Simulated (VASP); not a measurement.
Level of theory: LDA (Ceperley-Alder, Perdew-Zunger) with spin-orbit coupling, VASP's LDA PAW potentials (set 64) (plane waves; VASP).

A VASP calculation is set up with these files.

**POSCAR**
```
PbO2
9.920
  0.5000000000   0.0000000000   0.0000000000
  0.0000000000   0.5000000000   0.0000000000
  0.0000000000   0.0000000000   0.3417338710
Pb O
2 4
Cartesian
  0.0000000000   0.0000000000   0.0000000000
  0.2500000000   0.2500000000   0.1708669355
  0.1535000000   0.1535000000   0.0000000000
  0.4035000000   0.0965000000   0.1708669355
  0.0965000000   0.4035000000   0.1708669355
  0.3465000000   0.3465000000   0.0000000000
```

### KPOINTS
```
Automatic mesh
0
gamma
5 5 7
0 0 0
```

**INCAR**
```
ALGO = Normal
EDIFF = 1E-6
ENCUT = 400
GGA_COMPAT = .False.
ISIF = 2
ISMEAR = -1
LASPH = .True.
LCHARG = .False.
LMAXMIX = 4
LNONCOLLINEAR = .True.
LORBIT = 11
LREAL = .False.
LSORBIT = .True.
LWAVE = .False.
MAGMOM = 0.0 0.0 0.0 0.0 0.0 0.0 0.0 0.0 0.0 0.0 0.0 0.0 0.0 0.0 0.0 0.0 0.0 0.0
NELM = 100
PREC = Accurate
SIGMA = 0.1
SYSTEM = PbO2
```

POTCAR, in this order: Pb_d O (LDA.64 set). Program: vasp_ncl.

Output

### OSZICAR
```
       N       E                     dE             d eps       ncg     rms          rms(c)
DAV:   1     0.711191793047E+03    0.71119E+03   -0.21610E+04  2976   0.172E+03
DAV:   2     0.816882619345E+02   -0.62950E+03   -0.60716E+03  3244   0.530E+02
DAV:   3    -0.352441518374E+02   -0.11693E+03   -0.11387E+03  3630   0.259E+02
DAV:   4    -0.426471393582E+02   -0.74030E+01   -0.73166E+01  4040   0.711E+01
DAV:   5    -0.428472625060E+02   -0.20012E+00   -0.19966E+00  4072   0.125E+01    0.132E+01
DAV:   6    -0.375298344884E+02    0.53174E+01   -0.21869E+01  4264   0.577E+01    0.429E+00
DAV:   7    -0.375409643813E+02   -0.11130E-01   -0.21216E+00  3720   0.116E+01    0.266E+00
DAV:   8    -0.374780623254E+02    0.62902E-01   -0.47421E-01  4384   0.740E+00    0.111E+00
DAV:   9    -0.374521713393E+02    0.25891E-01   -0.87291E-02  4576   0.467E+00    0.254E-01
DAV:  10    -0.374525953568E+02   -0.42402E-03   -0.13612E-02  4424   0.948E-01    0.792E-02
DAV:  11    -0.374526895407E+02   -0.94184E-04   -0.11006E-03  4488   0.494E-01    0.326E-02
DAV:  12    -0.374526616281E+02    0.27913E-04   -0.10744E-04  4248   0.178E-01    0.754E-03
DAV:  13    -0.374526627135E+02   -0.10854E-05   -0.28651E-05  4848   0.553E-02    0.661E-03
DAV:  14    -0.374526627209E+02   -0.73987E-08   -0.21255E-06  2600   0.136E-02
   1 F= -.37452663E+02 E0= -.37445823E+02  d E =-.136795E-01  mag=     0.0000    -0.0000     0.0000
```

OUTCAR:
```
------------------------ aborting loop because EDIFF is reached ----------------------------------------
  FORCE on cell =-STRESS in cart. coord.  units (eV):
  Direction    XX          YY          ZZ          XY          YZ          ZX
  --------------------------------------------------------------------------------------
  Total       -3.2208469     -3.2208469     -2.9719910      0.0000000      0.0000000      0.0000000
  in kB      -61.8753418    -61.8753418    -57.0945991      0.0000000      0.0000000      0.0000000
  external PRESSURE =     -60.2817609 kB  Pullay stress =       0.0000000 kB
  volume of cell :       83.40
      direct lattice vectors                 reciprocal lattice vectors
     4.960000000  0.000000000  0.000000000     0.201612903  0.000000000  0.000000000
     0.000000000  4.960000000  0.000000000     0.000000000  0.201612903  0.000000000
     0.000000000  0.000000000  3.390000000     0.000000000  0.000000000  0.294985251
 POSITION                                       TOTAL-FORCE (eV/Angst)
 -----------------------------------------------------------------------------------
      0.00000      0.00000      0.00000        -0.000000     -0.000000      0.000000
      2.48000      2.48000      1.69500        -0.000000     -0.000000      0.000000
      1.52272      1.52272      0.00000         0.036220      0.036220     -0.000000
      4.00272      0.95728      1.69500         0.036220     -0.036220     -0.000000
      0.95728      4.00272      1.69500        -0.036220      0.036220      0.000000
      3.43728      3.43728      0.00000        -0.036220     -0.036220      0.000000
 -----------------------------------------------------------------------------------
    total drift:                                0.000000     -0.000000     -0.000000
  FREE ENERGIE OF THE ION-ELECTRON SYSTEM (eV)
  ---------------------------------------------------
  free  energy   TOTEN  =       -37.4526627209 eV

  energy  without entropy=      -37.4389831993  energy(sigma->0) =      -37.44582296

 total charge

# of ion       s       p       d       tot
------------------------------------------
    1        1.032   0.823  10.043  11.899
    2        1.032   0.823  10.043  11.899
    3        1.592   3.391   0.000   4.983
    4        1.592   3.391   0.000   4.983
    5        1.592   3.391   0.000   4.983
    6        1.592   3.391   0.000   4.983
--------------------------------------------------
tot          8.433  15.209  20.087  43.729

 magnetization (x)

# of ion       s       p       d       tot
------------------------------------------
    1        0.000   0.000   0.000   0.000
    2        0.000   0.000   0.000   0.000
    3        0.000   0.000   0.000   0.000
    4        0.000   0.000   0.000   0.000
    5        0.000   0.000   0.000   0.000
    6        0.000   0.000   0.000   0.000
--------------------------------------------------
tot          0.000   0.000   0.000   0.000

 magnetization (y)

# of ion       s       p       d       tot
------------------------------------------
    1        0.000   0.000   0.000   0.000
    2        0.000   0.000   0.000   0.000
    3        0.000   0.000   0.000   0.000
    4        0.000   0.000   0.000   0.000
    5        0.000   0.000   0.000   0.000
    6        0.000   0.000   0.000   0.000
--------------------------------------------------
tot          0.000   0.000   0.000   0.000

 magnetization (z)

# of ion       s       p       d       tot
------------------------------------------
    1        0.000  -0.000   0.000   0.000
    2        0.000  -0.000   0.000  -0.000
    3        0.000   0.000   0.000   0.000
    4        0.000   0.000   0.000   0.000
    5        0.000   0.000   0.000   0.000
    6        0.000   0.000   0.000   0.000
--------------------------------------------------
tot          0.000  -0.000   0.000   0.000

 Ion:    1  E_soc:     -0.7548389

 Ion:    2  E_soc:     -0.7548389

 Ion:    3  E_soc:     -0.0007675

 Ion:    4  E_soc:     -0.0007675

 Ion:    5  E_soc:     -0.0007675

 Ion:    6  E_soc:     -0.0007675
```
(Selected blocks of OUTCAR.)

At this cut-off the stress carries a Pulay error, which pulls relaxed volumes low.

The structure is a typed PbO2 crystal. The cell was not relaxed at this level. The run is one of a series of settings (GGA_COMPAT = .FALSE., LNONCOLLINEAR = .TRUE., LSORBIT = .TRUE., MAGMOM = 0.0 0.0 0.0 0.0 0.0 0.0 0.0 0.0 0.0 0.0 0.0 0.0 0.0 0.0 0.0 0.0 0.0 0.0, program vasp_ncl against the base run), some of them coarse on purpose.
